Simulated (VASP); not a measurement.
Input:

```yaml
crystal:
  lattice:
    - [0.00000, 2.11208, 2.11208]
    - [2.11208, 0.00000, 2.11208]
    - [2.11208, 2.11208, 0.00000]
  atoms:
    - { symbol: Ag, position: [0.00000, 0.00000, 0.00000] }
```

Computed with r2SCAN meta-GGA, VASP's PBE PAW potentials (set 64) (plane waves; VASP 6.6.1). Settings: 480 eV cut-off, 14×14×14 Γ-centred mesh, first-order Methfessel-Paxton smearing of 0.10 eV, potentials Ag.

Q: Estimate the energy per atom (σ→0), pressure, band gap (on the k-mesh) with the smallest direct gap where there is one.

A: 
The band gap (on the k-mesh) is none (metal, semimetal or under 0.01 eV), the energy per atom (σ→0) comes out as -2057.2 kJ/mol of atoms and the pressure is -67.9 kbar.

Only differences to runs with the same potentials and settings are physical.

The compound is Ag in the fcc structure. This cell was strained or had an atom moved on purpose.
